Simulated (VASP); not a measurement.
Here is the system:

```
CELL_PARAMETERS angstrom
      4.93232    -8.54303     0.00000
      4.93232     8.54303     0.00000
      0.00000     0.00000    10.58478
ATOMIC_POSITIONS crystal
  Zn 0.22409 0.11193 0.25180
  Zn 0.11099 0.22103 0.00010
  Zn 0.22483 0.11106 0.74677
  Zn 0.11353 0.22002 0.50192
  Zn 0.22125 0.44306 0.25034
  Zn 0.11124 0.55565 0.00170
  Zn 0.22179 0.44323 0.75205
  Zn 0.11078 0.55458 0.50132
  Zn 0.22259 0.77836 0.25110
  Zn 0.11131 0.88879 0.00070
  Zn 0.22246 0.77812 0.75034
  Zn 0.11486 0.89266 0.49962
  Zn 0.55475 0.11199 0.25184
  Zn 0.44340 0.21999 0.99120
  Zn 0.55319 0.11100 0.74694
  Zn 0.55428 0.44151 0.23335
  Zn 0.44408 0.55663 0.00044
  Zn 0.55379 0.44076 0.75071
  Zn 0.43567 0.56152 0.50585
  Zn 0.55547 0.77920 0.25173
  Zn 0.44431 0.88890 0.00075
  Zn 0.55639 0.77895 0.75159
  Zn 0.44469 0.89272 0.49959
  Zn 0.88955 0.11238 0.25200
  Zn 0.77693 0.22114 0.00028
  Zn 0.88883 0.11086 0.75078
  Zn 0.77367 0.22009 0.50191
  Zn 0.88884 0.44316 0.25031
  Zn 0.77951 0.55667 0.00051
  Zn 0.88850 0.44335 0.75207
  Zn 0.79291 0.56169 0.50590
  Zn 0.89050 0.77924 0.25173
  Zn 0.77796 0.88905 0.00207
  Zn 0.88938 0.77890 0.75157
  Zn 0.77816 0.88952 0.49995
  O  0.20161 0.10117 0.43309
  O  0.11066 0.22228 0.18918
  O  0.21872 0.10882 0.94009
  O  0.11061 0.22231 0.69078
  O  0.22126 0.44283 0.44029
  O  0.11104 0.55513 0.19142
  O  0.22221 0.44452 0.94105
  O  0.11070 0.55442 0.69071
  O  0.22132 0.77573 0.44118
  O  0.11085 0.88742 0.18945
  O  0.22187 0.77691 0.93998
  O  0.10958 0.88685 0.68963
  O  0.56664 0.10127 0.43316
  O  0.44331 0.21984 0.18536
  O  0.55703 0.10897 0.94021
  O  0.44467 0.22249 0.71194
  O  0.44381 0.55577 0.19140
  O  0.55728 0.44755 0.94444
  O  0.44506 0.55557 0.69144
  O  0.55543 0.77636 0.44094
  O  0.44335 0.88745 0.18950
  O  0.55620 0.77793 0.94074
  O  0.44408 0.88688 0.68964
  O  0.88973 0.11234 0.44150
  O  0.77846 0.22240 0.18927
  O  0.88858 0.11042 0.94021
  O  0.77864 0.22238 0.69080
  O  0.88855 0.44298 0.44026
  O  0.77898 0.55591 0.19141
  O  0.88925 0.44457 0.94109
  O  0.77739 0.55556 0.69146
  O  0.88794 0.77651 0.44094
  O  0.77796 0.88915 0.19195
  O  0.88854 0.77788 0.94070
  O  0.77773 0.88862 0.68981
  F  0.56877 0.47049 0.43074
```

Computed with PBE GGA, VASP's PBE PAW potentials (set 64) (plane waves; VASP). Numerical set-up: PREC = Normal, LREAL = Auto, ISYM = 0, 400 eV cut-off, 1×1×1 Γ-centred mesh, Gaussian smearing of 0.050 eV, potentials Zn O F. Starting moments (MAGMOM): 71*0.0141. The cell's moment is fixed (NUPDOWN = 1).

At this cut-off the stress carries a Pulay error, which pulls relaxed volumes low.  The supercell is sampled at Γ alone, which is coarse: total energies, pressure and levels can be off, energies of defects by several tenths of an eV.

Q: Estimate the cell moment, energy per atom (σ→0), pressure.

A: 
| Item | Result |
|---|---|
| cell moment | 1.00 μB |
| energy per atom (σ→0) | -4.412 eV/atom |
| pressure | -3.78 GPa |

Q: Give the moment on each site (PAW-sphere projection).

A: 
```csv
site,moment (μB)
Zn1,0.01
Zn2,0.00
Zn3,0.01
Zn4,0.02
Zn5,0.00
Zn6,0.00
Zn7,0.00
Zn8,0.00
Zn9,0.00
Zn10,0.00
Zn11,0.00
Zn12,0.01
Zn13,0.01
Zn14,0.00
Zn15,0.01
Zn16,0.00
Zn17,0.00
Zn18,0.01
Zn19,0.00
Zn20,0.00
Zn21,0.00
Zn22,0.00
Zn23,0.01
Zn24,0.01
Zn25,0.00
Zn26,0.00
Zn27,0.02
Zn28,0.00
Zn29,0.00
Zn30,0.00
Zn31,0.00
Zn32,0.00
Zn33,0.00
Zn34,0.00
Zn35,0.01
O36,0.15
O37,0.02
O38,0.01
O39,0.02
O40,0.00
O41,0.01
O42,0.00
O43,0.01
O44,0.01
O45,0.01
O46,0.01
O47,0.01
O48,0.15
O49,0.03
O50,0.01
O51,0.04
O52,0.01
O53,0.01
O54,0.01
O55,0.02
O56,0.01
O57,0.01
O58,0.01
O59,0.07
O60,0.02
O61,0.01
O62,0.02
O63,0.00
O64,0.01
O65,0.00
O66,0.01
O67,0.02
O68,0.01
O69,0.01
O70,0.01
F71,0.00
```

Only differences to runs with the same potentials and settings are physical.

The cell is a supercell with a defect, built from ZnO (wurtzite): F_O-vac_Zn.
